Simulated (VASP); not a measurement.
Ga23FeN24 (a cell with a defect): single point with HSE06

Ga23FeN24 (a cell with a defect):

```xyz
48
Lattice="-3.2177 -5.5733 5.2441 6.4355 0.0000 5.2441 -3.2177 5.5733 5.2441" Properties=species:S:1:pos:R:3 pbc="T T T"
Fe   -1.6030   -0.9363   10.4886
Ga   -3.2147    1.8524   10.4866
Ga    3.2221    1.8505    5.2410
Ga    1.6148   -0.9314   10.4876
Ga   -1.6039    4.6409    5.2438
Ga    0.0057    1.8511    5.2437
Ga    0.0058    1.8522   10.4884
Ga   -3.2139   -3.7195    5.2397
Ga    1.6133   -0.9340    5.2414
Ga   -3.2108    1.8529    5.2442
Ga    1.6142    4.6377   10.4829
Ga   -1.6035   -0.9342    5.2451
Ga    0.0064   -1.8633    7.8639
Ga   -1.6060    0.9229    7.8658
Ga   -1.6052    0.9248   13.1059
Ga    3.2211   -1.8593    7.8647
Ga   -3.2143   -1.8643    7.8641
Ga    1.6113    0.9239    2.6187
Ga    1.6134    0.9256    7.8655
Ga   -4.8240    0.9247    7.8646
Ga    0.0006    3.7089    7.8643
Ga   -1.6048    0.9231    2.6199
Ga    3.2252    3.7080    7.8633
Ga   -3.2158    3.7108    7.8654
N    -1.6045   -0.9354    7.2185
N    -3.2152    1.8531    7.2193
N     0.0027   -3.7213    7.2163
N     1.6132   -0.9312    7.2166
N     1.6131   -0.9323   12.4614
N    -3.2146   -3.7215    7.2154
N     0.0037    1.8524    7.2183
N     0.0035    1.8555   12.4623
N    -1.6066    4.6390    7.2182
N     3.2223    1.8521    7.2160
N    -1.6048   -0.9356   12.4661
N     4.8305   -0.9337    7.2158
N     0.0160   -1.8683    9.8361
N    -1.6044    0.9328    9.8375
N     1.6152   -4.6516    9.8389
N     3.2251   -1.8611    9.8395
N    -3.2227   -1.8691    9.8366
N     1.6127    0.9239    4.5933
N     1.6146    0.9252    9.8403
N    -4.8224    0.9244    9.8386
N     0.0035    3.7109    9.8404
N    -1.6050    0.9213    4.5961
N     3.2229    3.7086    9.8405
N     0.0036   -1.8609    4.5958
```

```
Program             : VASP 6.6.1
Task                : single point
Functional          : HSE06
Potentials or basis : VASP PAW PBE potentials, release 64 (Fe, Ga_d, N)
Cutoff              : 400 eV
k mesh              : 1 × 1 × 1
Occupations         : gaussian, width 0.01 eV
Spin                : collinear spin, ferromagnetic start
```

| Quantity | Value |
| --- | --- |
| Largest force | 0.127 eV/Å |
| Band gap on the k mesh | 2.99 eV, direct |
| Net moment | 5.00 μB per cell |
| Site moments | Fe +4.02; Ga +0.01, +0.00, -0.00; N +0.00, +0.11, -0.00, +0.01 μB |
| Valence electrons inside the program's atomic spheres | Fe 6.92; Ga 11.79, 11.78; N 3.70 |

Forces on the atoms (eV/Å):
```
Fe  -0.014  0.013 -0.090
Ga  -0.011  0.062 -0.008
Ga   0.041 -0.013  0.011
Ga   0.056 -0.028 -0.008
Ga  -0.044 -0.033 -0.001
Ga  -0.061 -0.040 -0.003
Ga  -0.010  0.047 -0.005
Ga  -0.007  0.004  0.013
Ga  -0.003  0.002  0.004
Ga  -0.006  0.002 -0.005
Ga  -0.008  0.008  0.015
Ga  -0.004  0.002 -0.033
Ga   0.019 -0.010 -0.021
Ga   0.001  0.043 -0.029
Ga   0.000  0.009  0.061
Ga   0.011 -0.008  0.005
Ga  -0.023 -0.012 -0.019
Ga   0.003 -0.003  0.012
Ga  -0.002 -0.003  0.003
Ga   0.005  0.001  0.005
Ga   0.012 -0.002  0.047
Ga   0.005 -0.010  0.015
Ga  -0.014  0.016  0.056
Ga   0.002  0.000  0.007
N   -0.024  0.018  0.026
N    0.028 -0.035 -0.012
N    0.035  0.032  0.001
N   -0.006 -0.041  0.001
N    0.036 -0.009 -0.003
N    0.003 -0.005  0.000
N    0.001 -0.003 -0.011
N   -0.028 -0.005 -0.012
N   -0.016  0.010 -0.019
N   -0.018  0.007 -0.006
N    0.009 -0.023  0.115
N    0.019  0.011 -0.010
N    0.095 -0.048  0.011
N    0.035  0.110  0.010
N   -0.059 -0.001 -0.044
N    0.001 -0.005  0.002
N   -0.115 -0.053  0.005
N    0.034 -0.016  0.004
N   -0.030 -0.010 -0.013
N    0.000  0.012  0.001
N    0.024  0.001 -0.035
N    0.028  0.026 -0.003
N    0.032  0.015 -0.042
N   -0.035 -0.033  0.003
```

Levels at points of the mesh, in eV from the valence-band top:
Spin up:
```
           k point  band 212  band 213  band 214  band 215  band 216  band 217  band 218  band 219  band 220  band 221
(0.00, 0.00, 0.00)     -0.86     -0.86     -0.03      0.00      0.00      2.99      5.50      6.24      6.24      6.25
```
Spin down:
| k point | band 208 | band 209 | band 210 | band 211 | band 212 | band 213 | band 214 | band 215 |
| --- | --- | --- | --- | --- | --- | --- | --- | --- |
| (0.00, 0.00, 0.00) | -1.12 | -0.28 | -0.26 | -0.25 | 3.03 | 3.43 | 3.43 | 3.66 |

Core levels (eV, on the scale of the bands):
```csv
atom,levels
1 Fe,"1s -6988.7, 2s -809.9, 2p -688.6, 3s -83.6, 3p -49.6"
2 Ga,"1s -10216.3, 2s -1249.7, 2p -1086.2, 3s -136.5, 3p -87.3"
3 Ga,"1s -10216.4, 2s -1249.7, 2p -1086.2, 3s -136.5, 3p -87.3"
4 Ga,"1s -10216.3, 2s -1249.7, 2p -1086.2, 3s -136.5, 3p -87.3"
5 Ga,"1s -10216.3, 2s -1249.7, 2p -1086.2, 3s -136.5, 3p -87.3"
6 Ga,"1s -10216.3, 2s -1249.7, 2p -1086.2, 3s -136.5, 3p -87.3"
```

Wall time 58 min on 1 × NVIDIA H100 80GB with 1 thread of AMD EPYC 7R13 Processor (Zen 3) (shared host), peak memory 1.3 GiB.

Caveat: the PAW data sets were made with another functional, which shifts forces and pressure a little; only a ferromagnetic start was run, and an antiferromagnetic order may lie lower in energy.
